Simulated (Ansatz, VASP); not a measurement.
# SnSe2: VASP beside Ansatz, part 2 of 3

Aim: how closely do two programs agree when they are given the same cell, functional and k mesh? The cell is taken from a series of VASP runs on this material, whose earlier steps may have relaxed, scaled or displaced it; both programs get it as it stands.

VASP 6.6.1 and Ansatz 0.2.0.

So far: Starting point; VASP: band structure, PBE0.

## 3. Ansatz: band structure, PBE0

Level of this step: Ansatz beside VASP: Kohn-Sham DFT, plane waves, PBE0 (Ansatz).

Ansatz runs on its default PAW (the set named soft_2) files.

The same cell, functional, mesh and smearing now go to Ansatz, which takes its cutoff from its data sets.

input.yaml reads:

```yaml
crystal:
  lattice:
    - [3.8108, 0.0, 0.0]
    - [-1.9054, 3.3002496087, 0.0]
    - [0.0, 0.0, 6.141]
  atoms:
    - { symbol: Sn, position: [0.0, 0.0, 0.0] }
    - { symbol: Se, position: [0.6666666667, 0.3333333333, 0.7508] }
    - { symbol: Se, position: [0.3333333333, 0.6666666667, 0.2492] }
hamiltonian:
  xc: pbe0
  pseudopotentials: { kind: paw }
kpoints:
  mp_grid: { grid: [4, 4, 3] }
  band_path:
    path:
      - [0.0, 0.0, 0.0]
      - [0.44444, 0.0, 0.0]
      - [0.38889, 0.22222, 0.0]
      - [0.18519, 0.18519, 0.0]
      - [0.07407, 0.07407, 0.0]
      - [0.0, 0.0, 0.11111]
      - [0.0, 0.0, 0.5]
      - [0.44444, 0.0, 0.5]
      - [0.38889, 0.22222, 0.5]
      - [0.18519, 0.18519, 0.5]
      - [0.5, 0.0, 0.38889]
      - [0.5, 0.0, 0.33333]
      - [0.33333, 0.33333, 0.0]
      - [0.33333, 0.33333, 0.5]
    npoints: 1
scf:
  occupations: { method: gaussian, width: 0.03 }
  n_extra_bands: 7
output:
  forces: true
  stress: true
  eigenvalues: true
```

Command:

```
ansatz run input.yaml --threads 4 --pin off --max-ram 9216MiB --backend cpu --events-out ev --progress --plain --runs-dir out
```

Numbers of over 12 decimals in the logs are rounded to 6 here.

The log of the run:

```text
Warning: output.stress: scf.convergence.dr2_threshold = 1e-7 eV (the SCF's general default) is looser than the 3e-10 eV advised for a printed stress (1e-10 eV for each atom of the cell: 3). What an SCF threshold leaves in a stress goes as its square root, and in the free energy as the threshold itself, and one threshold admits the most on a small cell: [figures from the program's tests cut] Set scf.convergence.dr2_threshold to 3e-10 eV or tighter. The threshold is an SCF's pass mark: one that does not reach it within its budget of iterations ends unconverged, or closes short of it on a stop that the run arms, and scf.convergence.dr2_threshold's page says what that costs each kind of run
Warning: output.stress: scf.exx.energy_threshold = 1e-6 eV is looser than the 3e-8 eV advised for a stress under a hybrid functional (1e-8 eV for each atom of the cell: 3). Every SCF of the exchange loop can meet its threshold on dr2 while the loop round them stops early: no threshold on dr2 bounds what that leaves in the stress. Set scf.exx.energy_threshold to 3e-8 eV or tighter. The threshold is the loop's pass mark: a loop that does not reach it within its budget of cycles ends unconverged, and scf.exx.energy_threshold's page has the law
scf.n_extra_bands = 7 over 23 filled bands (N_el = 46.0): the run solves 30 bands
Engine: ansatz 0.2.0, aarch64-unknown-linux-gnu
Pseudopotentials: kind: paw
Pseudopotential: Sn, paw, valence charge 14, recommended cutoff 420 eV (normal), Sn.paw.azcp
Pseudopotential: Se, paw, valence charge 16, recommended cutoff 420 eV (normal), Se.paw.azcp
Functional definition: PBE0
  parameter a = 0.25
  parameter kappa = 0.804
  parameter beta = 0.066725
  exchange = (1 - a)*pbe_x(kappa = kappa, mu = beta*pi^2/3) + a*exact_x
  correlation = pbe_c(beta = beta)
Crystal: 3 atoms, lattice volume = 77.233 Å³
Basis set: ecut = 420 eV, 1509 PW (Γ), exchange–correlation on 54×54×90 points (8 copies of the dense FFT grid, shifted against one another)
Bands: 30, of which v1, the nominal top of the filled ones, is band 23 counted from 1 (22 counted from 0)
Symmetry: 12 space group operations
Space group: P-3m1 (ITA 164), of the structure as read, at distance tolerance 4.3e-5 Å
k-points: 9 of 48
Non-local potential: Sn, projectors of the file, l = 0: 2, l = 1: 2, l = 2: 2, l = 3: 2
Non-local potential: Se, projectors of the file, l = 0: 2, l = 1: 2, l = 2: 3, l = 3: 1
PAW form: soft (Blöchl's): semilocal exchange-correlation on the pseudo side does not see the compensation charge
PAW frozen core: Sn, regenerated for the run's functional, and the local potential with it (the file was generated under x = pbe(κ = 0.804, μ = 0.219515), c = pbe(β = 0.066725))
PAW frozen core: Se, regenerated for the run's functional, and the local potential with it (the file was generated under x = pbe(κ = 0.804, μ = 0.219515), c = pbe(β = 0.066725))
PAW one-centre angular grid: Sn, 590 points (default); XC on 64 Gauss nodes
PAW one-centre angular grid: Se, 590 points (default); XC on 64 Gauss nodes
Initial density: superposition of atomic densities (neutral atoms: chi_scale 0, normalization atom), corrected by the library's trained network
Initial wavefunctions: pseudopotential atomic-orbital guess
Functional: x = pbe(κ = 0.804, μ = 0.219515), c = pbe(β = 0.066725), warm-up for x = 0.75 pbe(κ = 0.804, μ = 0.219515) + 0.25 exact, c = pbe(β = 0.066725)
SCF iter   1: F=—  HF=-16963.168529 eV  |F-HF|=—  |Δ(HF+E_count)|=         —  Δρ=2.26e-3  dr2=5.24e-3  ethr=1.77e-3  ⟨swp⟩=8.8  Hψ=1103  notcnv=0
preconditioner: auto → none  [insulator: Δε(μ)=0.792 eV  Ē_g=17.441 eV  σ=0.030 eV  W_gap=1.00  n_scr=22 (ndim 8)  ℏωp=21.5 eV  f_vac=0.080  D(μ)=0.00/eV (n_scr^D=0)]
SCF iter   2: F=—  HF=-16963.168676 eV  |F-HF|=—  |Δ(HF+E_count)|=   1.46e-4  Δρ=1.06e-3  dr2=1.68e-3  ethr=1.14e-5  ⟨swp⟩=4.9  Hψ=745  notcnv=0  defer=3
SCF iter   3: F=—  HF=-16963.168510 eV  |F-HF|=—  |Δ(HF+E_count)|=   1.65e-4  Δρ=5.91e-4  dr2=2.97e-4  ethr=3.66e-6  ⟨swp⟩=4.1  Hψ=644  notcnv=0  defer=4
SCF iter   4: F=-16963.168550 eV  HF=-16963.168552 eV  |F-HF|=2.67e-6  |Δ(HF+E_count)|=   4.23e-5  Δρ=2.71e-4  dr2=5.39e-5  ethr=6.45e-7  ⟨swp⟩=3.2  Hψ=513  notcnv=0  defer=2
SCF 1 stopped early in 4 iterations: F = -16963.168550 eV  dr2 = 5.39e-5
  greatest PAW one-centre occupation: 1.000 electrons in one spin orbital (limit 2), on the Se atom at site 2 (counted from 0), in its partial waves of l = 2
Initial density: handed on by an earlier stage of this run
Initial wavefunctions: those handed on with the density
Functional: x = 0.75 pbe(κ = 0.804, μ = 0.219515) + 0.25 exact, c = pbe(β = 0.066725)
Frozen-core exchange: fock
SCF iter   1: F=—  HF=-16969.489879 eV  |F-HF|=—  |Δ(HF+E_count)|=         —  Δρ=5.70e-3  dr2=2.28e-2  ethr=1.17e-6  ⟨swp⟩=7.1  Hψ=1248  notcnv=0
preconditioner: auto → none  [insulator: Δε(μ)=2.148 eV  Ē_g=13.448 eV  σ=0.030 eV  W_gap=1.00  n_scr=22 (ndim 8)  ℏωp=16.9 eV  f_vac=0.084  D(μ)=0.00/eV (n_scr^D=0)]
SCF iter   2: F=—  HF=-16969.478829 eV  |F-HF|=—  |Δ(HF+E_count)|=   1.11e-2  Δρ=2.94e-3  dr2=7.80e-3  ethr=1.17e-6  ⟨swp⟩=4.2  Hψ=971  notcnv=0
SCF iter   3: F=—  HF=-16969.477576 eV  |F-HF|=—  |Δ(HF+E_count)|=   1.25e-3  Δρ=1.25e-3  dr2=3.55e-3  ethr=1.17e-6  ⟨swp⟩=4.0  Hψ=819  notcnv=0
SCF iter   4: F=—  HF=-16969.492909 eV  |F-HF|=—  |Δ(HF+E_count)|=   1.53e-2  Δρ=1.20e-3  dr2=7.51e-4  ethr=1.17e-6  ⟨swp⟩=4.0  Hψ=910  notcnv=0
iter 5 solved again at ethr=5.20e-8 eV; its pass at ethr=1.17e-6 eV (dr2=2.39e-5 eV) is discarded
SCF iter   5: F=—  HF=-16969.492724 eV  |F-HF|=—  |Δ(HF+E_count)|=   1.85e-4  Δρ=2.25e-4  dr2=8.05e-5  ethr=5.20e-8  ⟨swp⟩=4.0  Hψ=1035  notcnv=0
[...]
SCF iter   7: F=-16969.493099 eV  HF=-16969.493099 eV  |F-HF|=1.23e-7  |Δ(HF+E_count)|=   5.67e-6  Δρ=2.06e-5  dr2=2.72e-6  ethr=4.40e-8  ⟨swp⟩=3.8  Hψ=532  notcnv=0
SCF 2 stopped early in 7 iterations: F = -16969.493099 eV  dr2 = 2.72e-6
  Residual-converged pass: ⟨swp⟩=4.0  Hψ=802  notcnv=0  max |occ|·‖R‖ = 6.1e-6 eV (tolerance 6.7e-6 eV)  dr2=2.75e-6  dr2_onsite=7.32e-8  max |Δocc| = 0.0e0
hybrid outer 1: dexx = +1.839e-2 eV, tail = 1.70e-4 eV
Frozen-core exchange: fock
SCF iter   1: F=—  HF=-16969.493351 eV  |F-HF|=—  |Δ(HF+E_count)|=         —  Δρ=4.62e-5  dr2=9.14e-7  ethr=1.85e-6  ⟨swp⟩=4.3  Hψ=577  notcnv=0
preconditioner: auto → none  [insulator: Δε(μ)=2.171 eV  Ē_g=13.451 eV  σ=0.030 eV  W_gap=1.00  n_scr=22 (ndim 8)  ℏωp=16.9 eV  f_vac=0.086  D(μ)=0.00/eV (n_scr^D=0)]
SCF iter   2: F=—  HF=-16969.493354 eV  |F-HF|=—  |Δ(HF+E_count)|=   3.03e-6  Δρ=2.84e-5  dr2=5.36e-7  ethr=1.53e-9  ⟨swp⟩=4.4  Hψ=953  notcnv=0
SCF iter   3: F=—  HF=-16969.493354 eV  |F-HF|=—  |Δ(HF+E_count)|=   7.68e-8  Δρ=5.88e-6  dr2=2.49e-7  ethr=7.04e-10  ⟨swp⟩=3.4  Hψ=691  notcnv=0
SCF iter   4: F=—  HF=-16969.493356 eV  |F-HF|=—  |Δ(HF+E_count)|=   1.26e-6  Δρ=5.70e-6  dr2=2.61e-8  ethr=5.63e-11  ⟨swp⟩=4.6  Hψ=1004  notcnv=0  defer=1
SCF iter   5: F=—  HF=-16969.493356 eV  |F-HF|=—  |Δ(HF+E_count)|=   2.45e-8  Δρ=2.78e-6  dr2=4.13e-9  ethr=4.44e-11  ⟨swp⟩=5.1  Hψ=577  notcnv=0  defer=5
SCF iter   6: F=—  HF=-16969.493356 eV  |F-HF|=—  |Δ(HF+E_count)|=   2.74e-9  Δρ=2.07e-6  dr2=2.82e-9  ethr=5.81e-12  ⟨swp⟩=3.3  Hψ=637  notcnv=0  defer=3
SCF iter   7: F=-16969.493356 eV  HF=-16969.493356 eV  |F-HF|=2.58e-10  |Δ(HF+E_count)|=   1.67e-9  Δρ=5.87e-7  dr2=3.67e-10  ethr=2.95e-12  ⟨swp⟩=3.2  Hψ=664  notcnv=0  defer=1
SCF 3 converged in 7 iterations: F = -16969.493356 eV  dr2 = 3.67e-10
  Residual-converged pass: ⟨swp⟩=3.0  Hψ=503  notcnv=0  max |occ|·‖R‖ = 5.0e-7 eV (tolerance 5.4e-7 eV)  dr2=3.62e-10  dr2_onsite=4.28e-10  max |Δocc| = 0.0e0
hybrid outer 2: dexx = +1.738e-6 eV, tail = 7.75e-8 eV, Δε = 3.94e-3 eV (about 1.83e-4 eV left of the loop's levels), ΔF = 1.17e-2 eV/Å (tail 2.48e-3)
Frozen-core exchange: fock
SCF iter   1: F=—  HF=-16969.493356 eV  |F-HF|=—  |Δ(HF+E_count)|=         —  Δρ=1.28e-6  dr2=8.88e-10  ethr=8.42e-10  ⟨swp⟩=7.4  Hψ=649  notcnv=0
preconditioner: auto → none  [insulator: Δε(μ)=2.172 eV  Ē_g=13.451 eV  σ=0.030 eV  W_gap=1.00  n_scr=22 (ndim 8)  ℏωp=16.9 eV  f_vac=0.086  D(μ)=0.00/eV (n_scr^D=0)]
SCF iter   2: F=-16969.493356 eV  HF=-16969.493356 eV  |F-HF|=2.91e-11  |Δ(HF+E_count)|=  5.68e-10  Δρ=3.38e-7  dr2=2.15e-10  ethr=1.56e-12  ⟨swp⟩=4.4  Hψ=834  notcnv=0
SCF 4 converged in 2 iterations: F = -16969.493356 eV  dr2 = 2.15e-10
  Residual-converged pass: ⟨swp⟩=2.1  Hψ=469  notcnv=0  max |occ|·‖R‖ = 6.4e-7 eV (tolerance 6.4e-7 eV)  dr2=2.15e-10  dr2_onsite=5.45e-11  max |Δocc| = 0.0e0
hybrid outer 3: dexx = +9.299e-10 eV, tail = 5.69e-10 eV, Δε = 5.88e-5 eV (about 1.09e-5 eV left of the loop's levels), ΔF = 2.01e-4 eV/Å (tail 2.14e-4)
NSCF: frozen V_eff on 14 k-points
hybrid SCF converged: 3 outer / 16 inner (+4 warm-up), last move |dexx| = 9.30e-10 eV, tail = 5.69e-10 eV
Stability not checked: this state was not tested for a lower state beside it, because the functional holds exact exchange (a hybrid, or Hartree-Fock), whose exchange loop this test does not read (fock_operator; see scf.lower_state_search)
Free energy (F): -16969.493356 eV
Frozen-core exchange: fock
Harris-Foulkes:  -16969.493356 eV  (|F-HF|=2.91e-11)
Internal energy: -16969.493356 eV  (E = F + TS)
E sigma→0 (E₀):  -16969.493356 eV
Fermi energy:    8.279336 eV
--- Per-component energies (eV) ---
  E_band       = -1001.925368
  E_kinetic    = 424.496467
  E_local      = -6098.346499  (includes V_loc(G=0)·N_el)
  E_nonlocal   = -1223.928998
  E_hartree    = 3128.821722
  E_xc         = -452.188944
  E_vxc        = -225.017653  (∫ρ·V_xc dr)
  E_exx        = -192.279255  (= α·E_x^exact, valence–valence)
  E_paw        = -7913.999454  (= ΣΔE_a)
  E_vpaw       = 247.787539  (= ΣTr[D̂ρ^β])
  E_aug_tail   = -0.001222  (compensation charges beyond the density's cutoff)
  E_ewald      = -4640.148352
  E_core_change = -1.918821  (= ΣΔE_core)
  E_smearing   = -0.000000  (= −TS)
  E_closure    = 0.000000  (closes the sum)
  Σ components = -16969.493356   (vs F -16969.493356, Δ=3.64e-12)
--- Forces (eV/Å), atoms counted from 1 ---
  atom   1  Sn    -0.00000000     0.00000000     0.00000000
  atom   2  Se     0.00000000    -0.00000000    -0.22728846
  atom   3  Se     0.00000000     0.00000000     0.22728846
  max |Σ_I F_I| component: 5.26e-31 eV/Å
--- Stress (GPa, compression-positive) ---
        2.689381      -0.000000       0.000000
       -0.000000       2.689381       0.000000
        0.000000       0.000000       3.175582
  P = ⅓ Tr σ = 2.8514 GPa (28.514 kbar)
--- Band table (eV; the first three rows and the last of 9) ---
  k-point 0: bands = [... 19 lower, 6.4644, 6.8391, 6.8391, 7.1937, 9.7842, 11.7128, 13.5363, 13.5363, ... 3 higher]
  k-point 1: bands = [... 19 lower, 6.3835, 6.3835, 6.9682, 6.9682, 10.9375, 11.7188, 13.3025, 13.3025, ... 3 higher]
  k-point 2: bands = [... 19 lower, 4.6980, 5.0526, 6.9818, 7.1191, 10.7177, 12.7931, 14.3781, 14.6559, ... 3 higher]
  k-point 8: bands = [... 19 lower, 3.2440, 4.1277, 5.9444, 6.8726, 10.9538, 13.4552, 14.6808, 15.4524, ... 3 higher]
```

Elapsed: 40 s, on 4 threads of Arm Neoverse V2, shared host; peak memory 0.99 GiB; 2.4 min of CPU time.

The column dr2 measures how far the density is from self-consistency, as an energy; F and HF (Harris–Foulkes) agree once it is small.

## 4. Side by side

Known differences besides the potentials themselves: exact exchange at q = 0 is treated differently, which shows on coarse meshes; VASP keeps PBE cores, Ansatz makes them for the functional; the data sets hold 46 valence electrons in Ansatz (default PAW (the set named soft_2) files) and 26 in VASP; the cutoff is 420 eV in Ansatz and 350 eV in VASP; VASP takes a coarser grid for exact exchange (PRECFOCK = Fast). Total energies have different zeros and are not compared.

Compared:

| quantity | Ansatz | VASP | difference |
| --- | --- | --- | --- |
| gap over the path points (eV) | 2.103 | 2.115 | -0.011 |

Forces (eV/Å; atoms numbered as in POSCAR):

| atom | Ansatz x, y, z | VASP x, y, z |
| --- | --- | --- |
| Sn1 | 0.000, 0.000, 0.000 | 0.000, 0.000, 0.000 |
| Se2 | 0.000, 0.000, -0.227 | 0.000, 0.000, -0.213 |
| Se3 | 0.000, 0.000, 0.227 | 0.000, 0.000, 0.213 |

Levels at points of the path, from each program's valence-band top (eV; 4 filled, then empty):

| k (reciprocal lattice) | Ansatz | VASP |
| --- | --- | --- |
| 0.000 0.000 0.000 | -0.80 -0.42 -0.42 -0.07 2.52 4.45 6.27 | -0.83 -0.46 -0.46 -0.05 2.53 4.48 6.29 |
| 0.444 0.000 0.000 | -3.31 -2.94 -1.19 -0.33 2.51 5.36 7.00 | -3.31 -2.95 -1.18 -0.35 2.53 5.38 7.01 |
| 0.389 0.222 0.000 | -3.91 -3.30 -1.73 -1.43 2.92 7.49 7.76 | -3.90 -3.29 -1.73 -1.44 2.91 7.49 7.75 |
| 0.185 0.185 0.000 | -3.96 -1.82 -1.53 -0.32 3.57 6.81 7.12 | -3.96 -1.80 -1.53 -0.32 3.56 6.80 7.11 |
| 0.074 0.074 0.000 | -1.86 -0.68 -0.47 0.00 3.59 5.36 5.81 | -1.86 -0.68 -0.48 0.00 3.57 5.37 5.82 |
| 0.000 0.000 0.111 | -0.81 -0.40 -0.40 -0.39 2.77 4.46 6.24 | -0.85 -0.43 -0.43 -0.38 2.78 4.49 6.25 |
| 0.000 0.000 0.500 | -0.90 -0.90 -0.26 -0.26 3.96 4.43 5.97 | -0.93 -0.93 -0.29 -0.29 3.98 4.46 5.97 |
| 0.444 0.000 0.500 | -2.75 -2.23 -0.99 -0.76 2.24 5.81 6.51 | -2.77 -2.22 -0.98 -0.77 2.25 5.83 6.52 |
| 0.389 0.222 0.500 | -4.36 -3.52 -0.59 -0.42 3.69 6.33 6.58 | -4.35 -3.52 -0.59 -0.43 3.68 6.34 6.58 |
| 0.185 0.185 0.500 | -3.32 -2.34 -0.93 -0.88 3.70 6.23 7.53 | -3.31 -2.33 -0.93 -0.89 3.69 6.23 7.53 |

The forces differ by 6.9 meV/Å r.m.s., which is 6.9 % of the r.m.s. force of 0.10 eV/Å (both taken over all components). Among the levels compared at these points, filled levels agree within 34 meV and empty ones within 36 meV.

## 5. Ansatz: band structure, r2SCAN-EpsX with an exact-exchange share of 0.085

Levels along a path test the potential and the projectors away from the mesh points.

The cell is taken from a series of VASP runs on this material, whose earlier steps may have relaxed, scaled or displaced it; both programs get it as it stands.

Changes to input.yaml since step 3:

```diff
@@ -10,3 +10,3 @@
 hamiltonian:
-  xc: pbe0
+  xc: { exchange: r2scan, correlation: r2scan, exx: { coeff: 0.085 } }
   pseudopotentials: { kind: paw }
```

The log of the run:

```text
[...]
Crystal: 3 atoms, lattice volume = 77.233 Å³
Basis set: ecut = 500 eV, 1949 PW (Γ), exchange–correlation on 120×120×180 points (64 copies of the dense FFT grid, shifted against one another)
Bands: 30, of which v1, the nominal top of the filled ones, is band 23 counted from 1 (22 counted from 0)
Symmetry: 12 space group operations
[...]
k-points: 9 of 48
[...]
--- Band table (eV; the first three rows and the last of 9) ---
  k-point 0: bands = [... 19 lower, 6.8288, 7.1654, 7.1654, 7.5531, 9.5269, 11.4773, 13.1262, 13.1262, ... 3 higher]
  k-point 1: bands = [... 19 lower, 6.7503, 6.7503, 7.2900, 7.2900, 10.6161, 11.4840, 12.9067, 12.9067, ... 3 higher]
  k-point 2: bands = [... 19 lower, 5.1411, 5.4682, 7.3435, 7.4343, 10.3385, 12.5314, 13.9567, 14.3276, ... 3 higher]
  k-point 8: bands = [... 19 lower, 3.7656, 4.5999, 6.3303, 7.2223, 10.5357, 13.1641, 14.3347, 15.0540, ... 3 higher]
[key lines of the parts left out:]
Free energy (F): -16995.482856 eV
Fermi energy:    8.296697 eV
P = ⅓ Tr σ = 3.1345 GPa (31.345 kbar)
```

The job ended after 46 s (4 threads; peak memory 1.3 GiB).

(Part 2 of 3 ends here.)

[Lines on the potential files, build, host, timing and source positions are cut from VASP's logs without a mark.]

[Logs are printed without paths, hosts, clocks, repeated set-up lines and the standing remarks that a program may print on its own settings, such as how far it seeks lower states.]

[Hosts, paths, dates, database ids (printed as entryN), source tags and the programs' standing remarks are cut or masked in the printed files.]
